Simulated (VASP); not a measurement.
# GaN: GW quasiparticle gap, part 5 of 5

How does the gap of GaN change from the starting functional to GW? The cell is of the zinc-blende type, one of the forms listed for this formula. The start is a computed cell from the Materials Project.

VASP 6.6.1, plane waves and PAW; the level of theory is named at each step.

So far, quasiparticle gap on the mesh (eV): step 3 (G0W0, functional PBE, start PBE, G0W0 on PBE) 2.83; step 10 (G0W0, functional HSE with 0.16 exact exchange, start HSE with 0.16 exact …) 3.22; step 13 (G0W0, functional HSE with 0.25 exact exchange, start HSE with 0.25 exact …) 3.44; step 16 (G0W0, functional HSE with 0.33 exact exchange, start HSE with 0.33 exact …) 3.62; step 19 (G0W0, functional HSE with 0.42 exact exchange, start HSE with 0.42 exact …) 3.82.

## Step 22: G0W0, functional HSE with 0.50 exact exchange, start HSE with 0.50 exact exchange

This step: G0W0 on HSE with 0.50 exact exchange; plane waves and PAW (Ga_d_GW, N_GW) (VASP 6.6.1).

One pass of GW corrects the levels to first order, with G and W from the starting orbitals.

File INCAR:

```
SYSTEM = GaN
PREC = Accurate
ENCUT = 450
ISMEAR = 0
SIGMA = 0.01
LREAL = .FALSE.
LHFCALC = .TRUE.
AEXX = 0.5
GGA = PE
LASPH = .TRUE.
NBANDS = 72
PRECFOCK = Fast
HFSCREEN = 0.2
ALGO = EVGW0
NELMGW = 1
ENCUTGW = 120
NOMEGA = 64
NBANDSGW = 24
LWAVE = .FALSE.
LCHARG = .FALSE.
```

File POSCAR:

```
GaN
1.0
    0.0000000000      2.2535006075      2.2535006075
    2.2535006075      0.0000000000      2.2535006075
    2.2535006075      2.2535006075      0.0000000000
Ga N
1 1
Direct
    0.0000000000      0.0000000000      0.0000000000
    0.2500000000      0.2500000000      0.2500000000
```

File KPOINTS:

```
Automatic mesh
0
Gamma
6 6 6
0 0 0
```

The projector-augmented-wave data sets are Ga_d_GW and N_GW (PBE family, release 64).

The WAVECAR or CHGCAR of an earlier step is read.

The run is started by

```sh
> mpirun -np 8 vasp_std
```

Output:

```text
[banner, memory and clock lines left out]
running    8 mpi-ranks, on    1 nodes
[...]
[... a notice as in an earlier step ...]

 [... a notice as in an earlier step ...]

 LDA part: xc-table for (Slater+PW92), standard interpolation
 found WAVECAR, reading the header
 POSCAR, INCAR and KPOINTS ok, starting setup
[...]
reading WAVECAR
 the WAVECAR file was read successfully
 initial charge from wavefunction
 available memory per node:     92.92 GB, setting MAXMEM to     95146

 The Fermi energy was updated, please check that it is located mid-gap
 values below the HOMO (VB) or above the LUMO (CB) will cause erroneous energies
 E-fermi :   5.5646

 calculate exact exchange contribution
 the WAVEDER file was read successfully
energies w=
    0.000    0.000    0.617    0.000    1.232    0.000    1.845    0.000
    2.453    0.000    3.057    0.000    3.654    0.000    4.245    0.000
    4.828    0.000    5.403    0.000    5.970    0.000    6.529    0.000
[...]
total number of BLAS operations        255.92 Gflops
NQ=  12   -0.3333    0.3333    0.0000,
|.........|.........|.........|.........|.........|.........|.........|.........
 performed       7662000 updates of chi_q(r,r)
 total number of BLAS operations        281.84 Gflops
NQ=  13    0.5000    0.5000    0.0000,
|.........|.........|.........|.........|.........|.........|.........|.........
 performed       8065000 updates of chi_q(r,r)
 total number of BLAS operations        295.08 Gflops
NQ=  14    0.5000    0.3333    0.1667,
|.........|.........|.........|.........|.........|.........|.........|.........
 performed       9001000 updates of chi_q(r,r)
 total number of BLAS operations        326.72 Gflops
NQ=  15   -0.3333    0.3333    0.1667,
|.........|.........|.........|.........|.........|.........|.........|.........
 performed       9881000 updates of chi_q(r,r)
 total number of BLAS operations        357.41 Gflops
NQ=  16   -0.3333    0.5000    0.1667,
|.........|.........|.........|.........|.........|.........|.........|.........
 performed      10606000 updates of chi_q(r,r)
 total number of BLAS operations        387.49 Gflops
 resolving degeneracies of screened two electron integrals

 calculate QP shifts <psi_nk| G(iteration)W_0 |psi_nk>: iteration 1
 entering main loop
```

Wall time 2.5 min (8 MPI ranks of AMD EPYC 7R43, shared host); peak memory 1.9 GiB.

Parts of OUTCAR (step 22):

```text
 QP shifts <psi_nk| G(iteration)W_0 |psi_nk>: iteration 1
 for sc-GW calculations column KS-energies equals QP-energies in previous step
 and V_xc(KS)=  KS-energies - (<T + V_ion + V_H > + <T+V_H+V_ion>^1  + <V_x>^1)
 k-point   1 :       0.0000    0.0000    0.0000
  band No.  KS-energies  QP-energies   sigma(KS)   V_xc(KS)     V^pw_x(r,r')   Z            occupation Imag(sigma)
    ...
      6     -14.0826     -13.0112     -27.5354     -28.8766     -35.5125       0.7988       2.0000       0.1066
      7       3.3699       4.0536     -18.4808     -19.3107     -21.3028       0.8239       2.0000       0.0421
      8       3.3699       4.0536     -18.4808     -19.3107     -21.3028       0.8239       2.0000       0.0421
      9       3.3699       4.0536     -18.4808     -19.3107     -21.3028       0.8239       2.0000       0.0421
     10       7.7593       8.0544     -11.5836     -11.9312      -8.1479       0.8490       0.0000      -0.0471
     11      17.0019      17.0435      -9.6676      -9.7166      -5.1481       0.8471       0.0000      -0.0710
     12      17.0019      17.0435      -9.6676      -9.7166      -5.1481       0.8471       0.0000      -0.0710
     13      17.0019      17.0435      -9.6676      -9.7166      -5.1481       0.8471       0.0000      -0.0710
    ...

[... 2 parts as in an earlier step ...]

[... 1 further part left out ...]
[key lines of the parts left out:]
E-fermi :   5.5646
```

GW takes the gap from 4.389 to 4.001 eV. That is +1174 meV against G0W0 on PBE. Spin-orbit coupling is left out. The value holds for 72 bands, ENCUTGW = 120 eV and this mesh, and isn't shown to be converged in them.

## Step 23: Summary

This step: GW series: G0W0 on PBE, G0W0 on HSE with 0.08 exact exchange, G0W0 on HSE with 0.16 exact exchange, G0W0 on HSE with 0.25 exact exchange, G0W0 on HSE with 0.33 exact exchange, G0W0 on HSE with 0.42 exact exchange, G0W0 on HSE with 0.50 exact exchange; plane waves and PAW (VASP 6.6.1).

Derived from the runs above.

G0W0 on a 6x6x6 mesh; cost is wall time times ranks on a shared host, with the step that makes the empty bands but not the self-consistent start. G0W0 series:

| share of exact exchange | gap of the starting hybrid (eV) | quasiparticle gap (eV) | direct quasiparticle gap (eV) | cost (core minutes) |
| --- | --- | --- | --- | --- |
| 0 | 1.722 | 2.827 | 2.827 | 16.45 |
| 0.08 | 2.114 | 3.03 | 3.03 | 109.5 |
| 0.16 | 2.52 | 3.223 | 3.223 | 113.2 |
| 0.25 | 2.994 | 3.437 | 3.437 | 182.2 |
| 0.33 | 3.428 | 3.623 | 3.623 | 215.8 |
| 0.42 | 3.931 | 3.823 | 3.823 | 162.7 |
| 0.5 | 4.389 | 4.001 | 4.001 | 143.2 |

## Step 24: Summary of results

| Quantity | Value |
| --- | --- |
| G0W0 on PBE, 72 bands, ENCUTGW 120 eV, NOMEGA 64, mesh 6×6×6 | 1.722 → 2.827 eV |
| G0W0 on HSE with 0.08 exact exchange, 72 bands, ENCUTGW 120 eV, NOMEGA 64, mesh 6×6×6 | 2.114 → 3.030 eV |
| G0W0 on HSE with 0.16 exact exchange, 72 bands, ENCUTGW 120 eV, NOMEGA 64, mesh 6×6×6 | 2.520 → 3.223 eV |
| G0W0 on HSE with 0.25 exact exchange, 72 bands, ENCUTGW 120 eV, NOMEGA 64, mesh 6×6×6 | 2.994 → 3.437 eV |
| G0W0 on HSE with 0.33 exact exchange, 72 bands, ENCUTGW 120 eV, NOMEGA 64, mesh 6×6×6 | 3.428 → 3.623 eV |
| G0W0 on HSE with 0.42 exact exchange, 72 bands, ENCUTGW 120 eV, NOMEGA 64, mesh 6×6×6 | 3.931 → 3.823 eV |
| G0W0 on HSE with 0.50 exact exchange, 72 bands, ENCUTGW 120 eV, NOMEGA 64, mesh 6×6×6 | 4.389 → 4.001 eV |

G0W0 gives a quasiparticle gap of 2.827 eV on the mesh, 1.10 eV over the PBE gap on the same mesh. One-shot gaps: 2.827 eV from PBE, 3.030 eV from HSE with 0.08 exact exchange, 3.223 eV from HSE with 0.16 exact exchange, 3.437 eV from HSE with 0.25 exact exchange, 3.623 eV from HSE with 0.33 exact exchange, 3.823 eV from HSE with 0.42 exact exchange and 4.001 eV from HSE with 0.50 exact exchange. The starting gaps span 2.67 eV and the one-shot gaps 1.17 eV. For each 0.1 of exact exchange the starting gap grows by 0.53 eV and the G0W0 gap by 0.23 eV (straight-line fits). The two lines cross at a share of 0.39, where G0W0 leaves the gap unchanged at these settings; a fuller basis would move that share. All hybrids screen the exact exchange as HSE06 does (HFSCREEN = 0.2) and differ in its share alone. Bands, response cutoff and mesh weren't tested for convergence, and band edges off the mesh aren't seen. In Ga_d_GW the d shell is in the valence without all the semicore s and p states of the same shell; those stay frozen in the core, and how far that moves the GW gap wasn't tested here. Spin-orbit coupling is left out; with Ga in the cell it can split or shift band edges, by an amount that depends on which atoms form them and isn't tested here. Not tabulated here, as repeats of values shown or as unfit to read for their mesh, reference level or band range: eps2 curves (empty bands); eps1 curves and static values (empty bands); gaps (empty bands).

[Lines on the potential files, build, host, timing and source positions are cut from VASP's logs without a mark.]

[Logs are printed without paths, hosts, clocks, repeated set-up lines and the standing remarks that a program may print on its own settings, such as how far it seeks lower states.]

[Hosts, paths, dates, database ids (printed as entryN), source tags and the programs' standing remarks are cut or masked in the printed files.]

[Pressures printed for these runs are not shown converged in the cutoff: they can be off by several GPa and have the wrong sign.]
